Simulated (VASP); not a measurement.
Energy against volume of Ni3Fe (L1_2). Calculation: r2SCAN meta-GGA, VASP's PBE PAW potentials (set 64) (plane waves; VASP). Numerical set-up: 520 eV cut-off, 9×9×9 Γ-centred mesh, first-order Methfessel-Paxton smearing of 0.10 eV, potentials Fe Ni.

```json
[
 {"V (Å³/atom)": "10.183", "E (eV/atom)": "-12.64222"},
 {"V (Å³/atom)": "10.508", "E (eV/atom)": "-12.66536"},
 {"V (Å³/atom)": "10.833", "E (eV/atom)": "-12.67302"},
 {"V (Å³/atom)": "11.158", "E (eV/atom)": "-12.66747"}
]
```

Fit these four points and predict the energy of the run at 11.483 Å³/atom.

A cubic in V^(−2/3), the third-order Birch-Murnaghan form, passes through the four points with V0 = 10.85 Å³/atom and B0 = 215 GPa, and gives -12.6506 eV/atom there. The run gave -12.6509 eV/atom, -0.2 meV/atom from the fit; all five points give B0 = 214 GPa.

The compound is Ni3Fe in the L1_2 structure. It was relaxed first.
